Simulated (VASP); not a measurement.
Level of theory: PBE GGA, VASP's PBE PAW potentials (set 64) (plane waves; VASP).

Input for VASP

**POSCAR**
```
Sb
4.5812080
  0.4752163621   0.2743662807   0.8359978416
 -0.4752163621   0.2743662807   0.8359978416
  0.0000000000  -0.5487325614   0.8359978416
Sb
2
Cart
 -0.0000000000   0.0000000000   0.6727943430
 -0.0000000000  -0.0000000000   1.8351991819
```

INCAR:
```
ALGO = Normal
EDIFF = 1E-6
ENCUT = 300
GGA = PE
ISIF = 2
ISMEAR = 1
LASPH = .True.
LCHARG = .False.
LMAXMIX = 4
LREAL = .False.
LWAVE = .False.
NBANDS = 7
NELM = 100
PREC = Accurate
SIGMA = 0.272
SYSTEM = Sb
```

File KPOINTS:
```
Automatic mesh
0
Gamma
6 6 6
0.5 0.5 0.5
```

POTCAR, in this order: Sb (PBE.64 set). Program: vasp_std.

Estimate the energy per atom (σ→0), largest force.

| Quantity | Result |
|---|---|
| energy per atom (σ→0) | -4.147 eV/atom |
| largest force | 0.152 eV/Å |

### OSZICAR
```
...
DAV:   4    -0.829578191873E+01   -0.18103E-01   -0.18031E-01   623   0.308E+00
DAV:   5    -0.829586711548E+01   -0.85197E-04   -0.85202E-04   532   0.140E-01    0.289E+00
DAV:   6    -0.829499172690E+01    0.87539E-03   -0.23040E-03   497   0.535E-01    0.175E+00
DAV:   7    -0.829441370256E+01    0.57802E-03   -0.59450E-03   413   0.838E-01    0.829E-02
DAV:   8    -0.829453180649E+01   -0.11810E-03   -0.17119E-04   581   0.120E-01    0.205E-02
DAV:   9    -0.829455945092E+01   -0.27644E-04   -0.38625E-05   476   0.588E-02    0.487E-03
DAV:  10    -0.829456034649E+01   -0.89556E-06   -0.32128E-06   553   0.144E-02
   1 F= -.82945603E+01 E0= -.82936289E+01  d E =-.279439E-02
```

The structure comes from a computed database's Sb entry; how it stands against other phases isn't given here. The cell was not relaxed at this level. The run is one of a series of settings (NBANDS = 7 against the base run), some of them coarse on purpose. VASP warned that the highest band is occupied, so more bands are needed.
